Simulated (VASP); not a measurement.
# FeSb: U from linear response, part 2 of 3

Wanted: U by linear response. The start is a cell from a database of measured crystal structures.

VASP 6.6.1, plane waves and PAW; the level of theory is named at each step.

Still holding for the runs below: The magnetic state follows from one typed start and may not be the lowest. The k-mesh is coarse for a metal.

So far. Step 3 (Shifted potential, frozen density, alpha -0.2): Energy at zero smearing: -25.67174 eV.

The database entry behind the starting cell differs from later determinations by our own check (0.1 to 0.3 % short, probably kX units), so it need not match the best structure at ambient conditions.

**4. Shifted potential, relaxed density, alpha -0.2**

Level of this step: PBEsol, with a shift of one shell's potential, spin-polarised from a ferromagnetic start; plane waves and PAW (Fe, Fe, Sb) (VASP).

With self-consistency the other electrons screen the shift.

INCAR

```
SYSTEM = FeSb
PREC = Accurate
ENCUT = 350
EDIFF = 1E-06
NELM = 150
ISMEAR = 0
SIGMA = 0.05
LREAL = .FALSE.
ALGO = Normal
GGA = PS
NBANDS = 21
ISPIN = 2
MAGMOM = 3 3 0 0
LMAXMIX = 4
LORBIT = 11
LWAVE = .FALSE.
LCHARG = .FALSE.
KPAR = 2
AMIX = 0.2
BMIX = 1E-04
AMIX_MAG = 0.8
BMIX_MAG = 1E-04
LDAU = .TRUE.
LDAUTYPE = 3
LDAUL = 2 -1 -1
LDAUU = -0.2 0 0
LDAUJ = -0.2 0 0
```

POSCAR

```
FeSb
1.0
    4.0600000000      0.0000000000      0.0000000000
   -2.0300000000      3.5160631394      0.0000000000
    0.0000000000      0.0000000000      5.1300000000
Fe Fe Sb
1 1 2
Direct
    0.0000000000      0.0000000000      0.5000000000
    0.0000000000      0.0000000000      0.0000000000
    0.6666666667      0.3333333333      0.7500000000
    0.3333333333      0.6666666667      0.2500000000
```

KPOINTS

```
Automatic mesh
0
Gamma
4 4 3
0 0 0
```

PAW data sets: Fe, Fe and Sb (PBE family, release 64).

Command:

```console
mpirun -np 2 vasp_std
```

The program printed:

```text
[banner, memory and clock lines left out]
running    2 mpi-ranks, on    1 nodes
 distrk:  each k-point on    1 cores,    2 groups
 distr:  one band on    1 cores,    1 groups

 POSCAR found type information on POSCAR FeFeSb
 POSCAR found :  3 types and       4 ions
 [... a notice as in an earlier step ...]

 LDA part: xc-table for (Slater+PW92), standard interpolation
 found WAVECAR, reading the header
 POSCAR, INCAR and KPOINTS ok, starting setup
 FFT: planning ... GRIDC
 FFT: planning ... GRID_SOFT
 FFT: planning ... GRID
 reading WAVECAR
 the WAVECAR file was read successfully
 initial charge from wavefunction
 entering main loop
       N       E                     dE             d eps       ncg     rms          rms(c)
DAV:   1    -0.256767385362E+02   -0.25677E+02   -0.20021E-01  1228   0.265E+00    0.312E+00
DAV:   2    -0.266561739105E+02   -0.97944E+00   -0.88139E+00  1128   0.304E+01    0.157E+01
DAV:   3    -0.256438804979E+02    0.10123E+01   -0.44939E+00  1131   0.225E+01    0.542E-01
DAV:   4    -0.256493232633E+02   -0.54428E-02   -0.40760E-02   898   0.178E+00    0.182E-01
DAV:   5    -0.256495832970E+02   -0.26003E-03   -0.91888E-04   984   0.246E-01    0.101E-01
DAV:   6    -0.256495751845E+02    0.81125E-05   -0.71080E-05  1091   0.837E-02    0.602E-02
DAV:   7    -0.256495550051E+02    0.20179E-04   -0.36276E-05   946   0.763E-02    0.255E-02
DAV:   8    -0.256495565581E+02   -0.15530E-05   -0.10553E-05   822   0.273E-02    0.180E-02
DAV:   9    -0.256495561043E+02    0.45384E-06   -0.47519E-06   551   0.221E-02
   1 F= -.25649556E+02 E0= -.25645008E+02  d E =-.909588E-02  mag=     3.0002
```

Run time: 14 s. Hardware: 2 MPI ranks of Intel Xeon Platinum 8488C (Sapphire Rapids), shared host; peak memory 0.35 GiB.

Parts of OUTCAR (step 4):

```text
The static configuration has the point symmetry D_3d.

 Found      9 irreducible k-points:

   NELECT =      26.0000    total number of electrons

 E-fermi :   7.8993

 spin component 1
 k-point     1 :       0.0000    0.0000    0.0000
  band No.  band energies     occupation
    ...
      8       5.4467      1.00000
      9       6.2475      1.00000
     10       6.2475      1.00000
     11       6.8974      1.00000
     12       6.8974      1.00000
     13       8.5140      0.00000
     14       8.5140      0.00000
     15       8.6116      0.00000
     16      10.6873      0.00000
     17      10.6873      0.00000
    ...

 k-point     2 :       0.2500    0.0000    0.0000
  band No.  band energies     occupation
    ...
     10       6.3809      1.00000
     11       6.4919      1.00000
     12       6.8694      1.00000
     13       6.9048      1.00000
     14       7.2138      1.00000
     15       8.1848      0.00000
     16       9.0398      0.00000
     17      10.7265      0.00000
     18      11.6592      0.00000
     19      12.2741      0.00000
    ...

 k-point     3 :       0.5000    0.0000    0.0000
  band No.  band energies     occupation
    ...
     12       6.5227      1.00000
     13       6.7624      1.00000
     14       6.8698      1.00000
     15       6.9210      1.00000
     16       7.8008      0.99733
     17       9.7456      0.00000
     18      11.7597      0.00000
     19      12.0735      0.00000
     20      13.3611      0.00000
     21      13.4900      0.00000

 k-point     4 :       0.2500    0.2500    0.0000
  band No.  band energies     occupation
    ...
     11       6.5699      1.00000
     12       6.6317      1.00000
     13       6.8621      1.00000
     14       6.9054      1.00000
     15       7.5291      1.00000
     16       8.9918      0.00000
     17       9.1876      0.00000
     18       9.3617      0.00000
     19      12.0085      0.00000
     20      13.9158      0.00000
    ...

  Total       -3.4718592     -3.4718592     -4.7414130      0.0000000      0.0000000      0.0000000
  in kB      -75.9578424    -75.9578424   -103.7333265      0.0000000      0.0000000      0.0000000
  external PRESSURE =     -85.2163371 kB  Pullay stress =       0.0000000 kB

 POSITION                                       TOTAL-FORCE (eV/Angst)
 -----------------------------------------------------------------------------------
      0.00000      0.00000      2.56500         0.000000      0.000000      0.000000
      0.00000      0.00000      0.00000         0.000000      0.000000      0.000000
      2.03000      1.17202      3.84750         0.000000     -0.000000      0.078141
     -0.00000      2.34404      1.28250        -0.000000      0.000000     -0.078141
 -----------------------------------------------------------------------------------
    total drift:                               -0.000000      0.000000     -0.000000

  FREE ENERGIE OF THE ION-ELECTRON SYSTEM (eV)
  ---------------------------------------------------
  free  energy   TOTEN  =       -25.6495561043 eV

  energy  without entropy=      -25.6404602207  energy(sigma->0) =      -25.64500816

 total charge
# of ion       s       p       d       tot
------------------------------------------
    1        0.407   0.437   6.329   7.173
    2        0.402   0.431   6.374   7.207
    3        1.124   1.236   0.071   2.430
    4        1.124   1.236   0.071   2.430
--------------------------------------------------
tot          3.056   3.339  12.845  19.240

 magnetization (x)
# of ion       s       p       d       tot
------------------------------------------
    1        0.010   0.004   1.653   1.667
    2        0.009   0.003   1.571   1.583
    3        0.002  -0.079  -0.003  -0.080
    4        0.002  -0.079  -0.003  -0.080
--------------------------------------------------
tot          0.023  -0.151   3.218   3.091

[... 8 parts as in an earlier step ...]

[... 9 further parts left out ...]
```

This step gave:

```
electronic cycles                                 : 9
free energy (TOTEN)                               : -25.65 eV
energy at zero smearing                           : -25.65 eV
Fermi energy                                      : 7.899 eV
moment of the cell, from the last line of the log : 3.000 μB
```

Spin moment in the PAW sphere by atom:

```csv
atom,spin moment in the PAW sphere (μB)
Fe1,1.67
Fe2,1.58
Sb3,-0.08
Sb4,-0.08
```

Force by atom:

```csv
atom,x (eV/Å),y (eV/Å),z (eV/Å),size
Fe1,0.0000,0.0000,0.0000,0.0000
Fe2,0.0000,0.0000,0.0000,0.0000
Sb3,0.0000,0.0000,0.0781,0.0781
Sb4,0.0000,0.0000,-0.0781,0.0781
```

Energy at zero smearing: -25.64501 eV.

The run ends at a pressure of -8.52 GPa, with forces up to 0.078 eV/Å.

**5. Shifted potential, frozen density, alpha -0.1**

Changes to INCAR since step 4:

```diff
@@ -25,3 +25,4 @@
 LDAUL = 2 -1 -1
-LDAUU = -0.2 0 0
-LDAUJ = -0.2 0 0
+LDAUU = -0.1 0 0
+LDAUJ = -0.1 0 0
+ICHARG = 11
```

POSCAR is that of step 4.

KPOINTS is that of step 4.

The WAVECAR or CHGCAR of an earlier step is read.

Command:

```console
mpirun -np 2 vasp_std
```

The program printed:

```text
[... set-up lines as in an earlier step ...]
 entering main loop
       N       E                     dE             d eps       ncg     rms          rms(c)
DAV:   1    -0.262928616802E+02   -0.26293E+02   -0.49942E-02  1220   0.131E+00
DAV:   2    -0.262929377095E+02   -0.76029E-04   -0.76029E-04   826   0.220E-01
DAV:   3    -0.262929380764E+02   -0.36690E-06   -0.36711E-06   872   0.128E-02
   1 F= -.26292938E+02 E0= -.26288424E+02  d E =-.902884E-02  mag=     2.9989
```

Elapsed: 5.6 s, on 2 MPI ranks; peak memory 0.34 GiB.

OUTCAR, selected parts (step 5):

```text
   NELECT =      26.0000    total number of electrons

 E-fermi :   7.9145

 spin component 1
 k-point     1 :       0.0000    0.0000    0.0000
  band No.  band energies     occupation
    ...
      8       5.4563      1.00000
      9       6.2616      1.00000
     10       6.2616      1.00000
     11       6.9150      1.00000
     12       6.9150      1.00000
     13       8.5137      0.00000
     14       8.5137      0.00000
     15       8.6282      0.00000
     16      10.6917      0.00000
     17      10.6918      0.00000
    ...

 k-point     2 :       0.2500    0.0000    0.0000
  band No.  band energies     occupation
    ...
     10       6.3956      1.00000
     11       6.5018      1.00000
     12       6.8870      1.00000
     13       6.9220      1.00000
     14       7.2214      1.00000
     15       8.1989      0.00000
     16       9.0471      0.00000
     17      10.7245      0.00000
     18      11.6571      0.00000
     19      12.2709      0.00000
    ...

  Total       -4.9175192     -4.9175192     -6.2554620     -0.0000000     -0.0000000      0.0000000
  in kB     -107.5862025   -107.5862025   -136.8579113     -0.0000000     -0.0000000      0.0000000
  external PRESSURE =    -117.3434388 kB  Pullay stress =       0.0000000 kB

 POSITION                                       TOTAL-FORCE (eV/Angst)
 -----------------------------------------------------------------------------------
      0.00000      0.00000      2.56500        -0.000000      0.000000      0.000000
      0.00000      0.00000      0.00000        -0.000000      0.000000      0.000000
      2.03000      1.17202      3.84750        -0.000000      0.000000      0.238207
     -0.00000      2.34404      1.28250         0.000000      0.000000     -0.238207
 -----------------------------------------------------------------------------------
    total drift:                               -0.000000      0.000000     -0.000000

  FREE ENERGIE OF THE ION-ELECTRON SYSTEM (eV)
  ---------------------------------------------------
  free  energy   TOTEN  =       -26.2929380764 eV

  energy  without entropy=      -26.2839092337  energy(sigma->0) =      -26.28842366

 magnetization (x)
# of ion       s       p       d       tot
------------------------------------------
    1        0.010   0.004   1.706   1.719
    2        0.009   0.003   1.517   1.530
    3        0.002  -0.079  -0.003  -0.080
    4        0.002  -0.079  -0.003  -0.080
--------------------------------------------------
tot          0.023  -0.150   3.218   3.090

[... 9 parts as in an earlier step ...]

[... 13 further parts left out ...]
```

Numbers from this step:

| Item | Value |
| --- | --- |
| electronic cycles | 3 |
| free energy (TOTEN) | -26.29 eV |
| energy at zero smearing | -26.29 eV |
| Fermi energy | 7.915 eV |
| moment of the cell, from the last line of the log | 2.999 μB |

Spin moment in the PAW sphere by atom:

```csv
atom,spin moment in the PAW sphere (μB)
Fe1,1.72
Fe2,1.53
Sb3,-0.08
Sb4,-0.08
```

Energy at zero smearing: -26.28842 eV.

**6. Shifted potential, relaxed density, alpha -0.1**

Changes to INCAR since step 5:

```diff
@@ -27,2 +27 @@
 LDAUJ = -0.1 0 0
-ICHARG = 11
```

POSCAR is that of step 5.

KPOINTS is that of step 5.

Command:

```console
mpirun -np 2 vasp_std
```

The program printed:

```text
[... set-up lines as in an earlier step ...]
 entering main loop
       N       E                     dE             d eps       ncg     rms          rms(c)
DAV:   1    -0.262931862868E+02   -0.26293E+02   -0.51993E-02  1212   0.135E+00    0.165E+00
DAV:   2    -0.265914636619E+02   -0.29828E+00   -0.26329E+00  1120   0.162E+01    0.972E+00
DAV:   3    -0.262838824046E+02    0.30758E+00   -0.16131E+00  1136   0.130E+01    0.245E-01
DAV:   4    -0.262860488058E+02   -0.21664E-02   -0.93047E-03   853   0.789E-01    0.146E-01
DAV:   5    -0.262861079936E+02   -0.59188E-04   -0.37026E-04  1150   0.159E-01    0.553E-02
DAV:   6    -0.262861091823E+02   -0.11887E-05   -0.23311E-05   926   0.525E-02    0.310E-02
DAV:   7    -0.262861056153E+02    0.35670E-05   -0.85965E-06   907   0.326E-02    0.144E-02
DAV:   8    -0.262861054899E+02    0.12538E-06   -0.30204E-06   509   0.240E-02
   1 F= -.26286105E+02 E0= -.26281535E+02  d E =-.914002E-02  mag=     3.0000
```

The job ended after 12 s (2 MPI ranks; peak memory 0.36 GiB; 23 s of CPU time).

Parts of OUTCAR (step 6):

```text
   NELECT =      26.0000    total number of electrons

 E-fermi :   7.8821

 spin component 1
 k-point     1 :       0.0000    0.0000    0.0000
  band No.  band energies     occupation
    ...
      8       5.4316      1.00000
      9       6.2318      1.00000
     10       6.2318      1.00000
     11       6.8813      1.00000
     12       6.8813      1.00000
     13       8.5138      0.00000
     14       8.5138      0.00000
     15       8.5974      0.00000
     16      10.6778      0.00000
     17      10.6778      0.00000
    ...

 k-point     2 :       0.2500    0.0000    0.0000
  band No.  band energies     occupation
    ...
     10       6.3657      1.00000
     11       6.4820      1.00000
     12       6.8531      1.00000
     13       6.8891      1.00000
     14       7.2068      1.00000
     15       8.1713      0.00000
     16       9.0324      0.00000
     17      10.7193      0.00000
     18      11.6511      0.00000
     19      12.2696      0.00000
    ...

  Total       -3.5591685     -3.5591685     -4.8202206      0.0000000      0.0000000      0.0000000
  in kB      -77.8680086    -77.8680086   -105.4574896      0.0000000      0.0000000      0.0000000
  external PRESSURE =     -87.0645023 kB  Pullay stress =       0.0000000 kB

 POSITION                                       TOTAL-FORCE (eV/Angst)
 -----------------------------------------------------------------------------------
      0.00000      0.00000      2.56500        -0.000000      0.000000      0.000000
      0.00000      0.00000      0.00000        -0.000000      0.000000      0.000000
      2.03000      1.17202      3.84750         0.000000     -0.000000      0.039809
     -0.00000      2.34404      1.28250        -0.000000      0.000000     -0.039809
 -----------------------------------------------------------------------------------
    total drift:                               -0.000000      0.000000     -0.000000

  FREE ENERGIE OF THE ION-ELECTRON SYSTEM (eV)
  ---------------------------------------------------
  free  energy   TOTEN  =       -26.2861054899 eV

  energy  without entropy=      -26.2769654715  energy(sigma->0) =      -26.28153548

 magnetization (x)
# of ion       s       p       d       tot
------------------------------------------
    1        0.010   0.004   1.631   1.645
    2        0.009   0.003   1.590   1.603
    3        0.002  -0.078  -0.003  -0.079
    4        0.002  -0.078  -0.003  -0.079
--------------------------------------------------
tot          0.023  -0.149   3.216   3.089

[... 8 parts as in an earlier step ...]

[... 14 further parts left out ...]
```

This step gave:

```yaml
electronic_cycles: 8
energy_at_zero_smearing: -26.28 eV
fermi_energy: 7.882 eV
moment_of_the_cell_from_the_last_line_of_the_log: 3 μB
```

Spin moment in the PAW sphere by atom:

```csv
atom,spin moment in the PAW sphere (μB)
Fe1,1.65
Fe2,1.60
Sb3,-0.08
Sb4,-0.08
```

Energy at zero smearing: -26.28154 eV.

The run ends at a pressure of -8.71 GPa, with forces up to 0.040 eV/Å.

**7. Shifted potential, frozen density, alpha 0.1**

Changes to INCAR since step 6:

```diff
@@ -25,3 +25,4 @@
 LDAUL = 2 -1 -1
-LDAUU = -0.1 0 0
-LDAUJ = -0.1 0 0
+LDAUU = 0.1 0 0
+LDAUJ = 0.1 0 0
+ICHARG = 11
```

POSCAR is that of step 6.

KPOINTS is that of step 6.

The WAVECAR or CHGCAR of an earlier step is read.

Command:

```console
mpirun -np 2 vasp_std
```

The program printed:

```text
[... set-up lines as in an earlier step ...]
 entering main loop
       N       E                     dE             d eps       ncg     rms          rms(c)
DAV:   1    -0.275720115532E+02   -0.27572E+02   -0.49402E-02  1223   0.131E+00
DAV:   2    -0.275720927002E+02   -0.81147E-04   -0.81146E-04   826   0.231E-01
DAV:   3    -0.275720930789E+02   -0.37866E-06   -0.37957E-06   867   0.130E-02
   1 F= -.27572093E+02 E0= -.27567474E+02  d E =-.923847E-02  mag=     2.9989
```

Elapsed: 6.2 s, on 2 MPI ranks; peak memory 0.34 GiB; 11 s of CPU time.

Parts of OUTCAR (step 7):

```text
  Total       -1.8162440     -1.8162440     -3.4576268      0.0000000      0.0000000      0.0000000
  in kB      -39.7360527    -39.7360527    -75.6464635      0.0000000      0.0000000      0.0000000
  external PRESSURE =     -51.7061896 kB  Pullay stress =       0.0000000 kB

 POSITION                                       TOTAL-FORCE (eV/Angst)
 -----------------------------------------------------------------------------------
      0.00000      0.00000      2.56500         0.000000      0.000000      0.000000
      0.00000      0.00000      0.00000         0.000000      0.000000      0.000000
      2.03000      1.17202      3.84750        -0.000000      0.000000     -0.233866
     -0.00000      2.34404      1.28250         0.000000      0.000000      0.233866
 -----------------------------------------------------------------------------------
    total drift:                               -0.000000      0.000000     -0.000000

  FREE ENERGIE OF THE ION-ELECTRON SYSTEM (eV)
  ---------------------------------------------------
  free  energy   TOTEN  =       -27.5720930789 eV

  energy  without entropy=      -27.5628546074  energy(sigma->0) =      -27.56747384

 magnetization (x)
# of ion       s       p       d       tot
------------------------------------------
    1        0.009   0.004   1.513   1.526
    2        0.010   0.004   1.701   1.715
    3        0.002  -0.077  -0.003  -0.078
    4        0.002  -0.077  -0.003  -0.078
--------------------------------------------------
tot          0.023  -0.147   3.210   3.086

[... 2 parts as in an earlier step ...]

[... 1 further part left out ...]
[key lines of the parts left out:]
E-fermi :   7.8273
```

Spin moment in the PAW sphere by atom:

```csv
atom,spin moment in the PAW sphere (μB)
Fe1,1.53
Fe2,1.72
Sb3,-0.08
Sb4,-0.08
```

Energy at zero smearing: -27.56747 eV.

**8. Shifted potential, relaxed density, alpha 0.1**

Changes to INCAR since step 7:

```diff
@@ -27,2 +27 @@
 LDAUJ = 0.1 0 0
-ICHARG = 11
```

POSCAR is that of step 7.

KPOINTS is that of step 7.

Command:

```console
mpirun -np 2 vasp_std
```

The program printed:

```text
[... set-up lines as in an earlier step ...]
 entering main loop
       N       E                     dE             d eps       ncg     rms          rms(c)
DAV:   1    -0.275716970634E+02   -0.27572E+02   -0.47389E-02  1210   0.127E+00    0.156E+00
DAV:   2    -0.278357319101E+02   -0.26403E+00   -0.23172E+00  1125   0.154E+01    0.921E+00
DAV:   3    -0.275630046498E+02    0.27273E+00   -0.14825E+00  1136   0.124E+01    0.227E-01
DAV:   4    -0.275653339104E+02   -0.23293E-02   -0.79104E-03   811   0.591E-01    0.170E-01
DAV:   5    -0.275653399772E+02   -0.60668E-05   -0.51626E-04  1197   0.185E-01    0.553E-02
DAV:   6    -0.275653393067E+02    0.67056E-06   -0.46890E-05  1058   0.110E-01    0.384E-02
DAV:   7    -0.275653322987E+02    0.70080E-05   -0.18409E-05   924   0.448E-02    0.181E-02
DAV:   8    -0.275653310405E+02    0.12582E-05   -0.43652E-06   695   0.299E-02    0.142E-02
DAV:   9    -0.275653306941E+02    0.34636E-06   -0.19858E-06   498   0.147E-02
   1 F= -.27565331E+02 E0= -.27560704E+02  d E =-.925371E-02  mag=     2.9989
```

It took 13 s on 2 MPI ranks; peak memory 0.35 GiB; 24 s of CPU time.

OUTCAR, selected parts (step 8):

```text
  Total       -3.7480560     -3.7480560     -4.9942941      0.0000000      0.0000000      0.0000000
  in kB      -82.0005179    -82.0005179   -109.2658968      0.0000000      0.0000000      0.0000000
  external PRESSURE =     -91.0889775 kB  Pullay stress =       0.0000000 kB

 POSITION                                       TOTAL-FORCE (eV/Angst)
 -----------------------------------------------------------------------------------
      0.00000      0.00000      2.56500         0.000000      0.000000      0.000000
      0.00000      0.00000      0.00000         0.000000      0.000000      0.000000
      2.03000      1.17202      3.84750        -0.000000      0.000000     -0.039285
     -0.00000      2.34404      1.28250         0.000000      0.000000      0.039285
 -----------------------------------------------------------------------------------
    total drift:                               -0.000000      0.000000     -0.000000

  FREE ENERGIE OF THE ION-ELECTRON SYSTEM (eV)
  ---------------------------------------------------
  free  energy   TOTEN  =       -27.5653306941 eV

  energy  without entropy=      -27.5560769838  energy(sigma->0) =      -27.56070384

 magnetization (x)
# of ion       s       p       d       tot
------------------------------------------
    1        0.009   0.003   1.588   1.601
    2        0.010   0.004   1.628   1.642
    3        0.002  -0.077  -0.003  -0.078
    4        0.002  -0.077  -0.003  -0.078
--------------------------------------------------
tot          0.023  -0.147   3.210   3.087

[... 2 parts as in an earlier step ...]

[... 1 further part left out ...]
[key lines of the parts left out:]
E-fermi :   7.8482
```

Energy at zero smearing: -27.56070 eV.

The run ends at a pressure of -9.11 GPa, with forces up to 0.039 eV/Å.

[end of part 2 of 3]

[Lines on the potential files, build, host, timing and source positions are cut from VASP's logs without a mark.]

[Logs are printed without paths, hosts, clocks, repeated set-up lines and the standing remarks that a program may print on its own settings, such as how far it seeks lower states.]

[Hosts, paths, dates, database ids (printed as entryN), source tags and the programs' standing remarks are cut or masked in the printed files.]

[In band tables of VASP the shares of atoms and orbitals are scaled to a sum of 1 inside the atoms' spheres.]

[Runs that stopped without an error message from VASP are left out.]
